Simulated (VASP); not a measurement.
Energy against volume of Al3Sc (L1_2). All values below come from PBEsol GGA, VASP's PBE PAW potentials (set 64) (plane waves; VASP). Settings: 520 eV cut-off, 8×8×8 Γ-centred mesh, first-order Methfessel-Paxton smearing of 0.10 eV, potentials Sc_sv Al.

```tsv
V (Å³/atom)	E (eV/atom)
15.876	-5.17087
16.382	-5.18589
16.889	-5.19065
17.396	-5.18668
```

Task: Fit these four points and predict the energy of the run at 17.902 Å³/atom.

Result: A cubic in V^(−2/3), the third-order Birch-Murnaghan form, passes through the four points with V0 = 16.90 Å³/atom and B0 = 91 GPa, and gives -5.1753 eV/atom there. The run gave -5.1754 eV/atom, -0.0 meV/atom from the fit; all five points give B0 = 91 GPa.

The compound is Al3Sc in the L1_2 structure. It was relaxed first.
